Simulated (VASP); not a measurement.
Write the native input for VASP 6.6.1 that does the following.

```yaml
Task: single point
Functional: r2SCAN
Potentials_or_basis: VASP PAW PBE potentials, release 64 (Ir, Ba_sv)
Cutoff: 520 eV
k_mesh: 10 × 10 × 10
Occupations: fermi-dirac, width 0.0952 eV
Spin: no spin polarisation
Dipole_correction: no
Further_INCAR_settings: ALGO = Normal; EDIFF = 1e-06; NBANDS = 16
```

The system is BaIr.

```
CELL_PARAMETERS angstrom
0.00000 2.93507 2.93507
2.93507 0.00000 2.93507
2.93507 2.93507 0.00000
ATOMIC_POSITIONS crystal
Ir 0.00000 0.00000 0.00000
Ba 0.50000 0.50000 0.50000
```

The cell was built by a generator and needn't be a form met in nature.

These files were run (other wordings do the same):

POSCAR

```
BaIr
1.0
    0.0000000000      2.9350687600      2.9350687600
    2.9350687600      0.0000000000      2.9350687600
    2.9350687600      2.9350687600      0.0000000000
Ir Ba
1 1
Direct
    0.0000000000      0.0000000000      0.0000000000
    0.5000000000      0.5000000000      0.5000000000
```

INCAR.step1

```
ALGO = Normal
EDIFF = 1E-4
ENCUT = 520
GGA = PE
ISMEAR = -1
LASPH = True
LCHARG = False
LREAL = False
LWAVE = True
NBANDS = 16
NELM = 100
PREC = Accurate
SIGMA = 0.0952
```

INCAR.step2

```
ALGO = Normal
EDIFF = 1E-6
ENCUT = 520
ISIF = 2
ISMEAR = -1
ISTART = 1
LASPH = True
LCHARG = False
LMIXTAU = True
LREAL = False
LWAVE = False
METAGGA = R2SCAN
NBANDS = 16
NELM = 100
PREC = Accurate
SIGMA = 0.0952
```

KPOINTS

```
k-points
0
Gamma
  10 10 10
```

Potentials or basis: VASP PAW PBE potentials, release 64 (Ir, Ba_sv).

The run is started by

```bash
$ cat potpaw_PBE.64/Ir/POTCAR potpaw_PBE.64/Ba_sv/POTCAR > POTCAR
$ cp INCAR.step1 INCAR
$ mpirun -np 1 vasp_std > vasp.out
$ cp INCAR.step2 INCAR
$ mpirun -np 1 vasp_std > vasp.out
```

Results of the run:

```yaml
Pressure: 10.1 GPa
Band_gap_on_the_k_mesh: none (metal or under the smearing width)
```

Caveat: the PAW data sets were made with another functional, which shifts forces and pressure a little.

Run time: 2.6 min on 1 thread of Intel(R) Xeon(R) Platinum 8375C CPU @ 2.90GHz (Ice Lake) (shared host), peak memory 0.21 GiB.
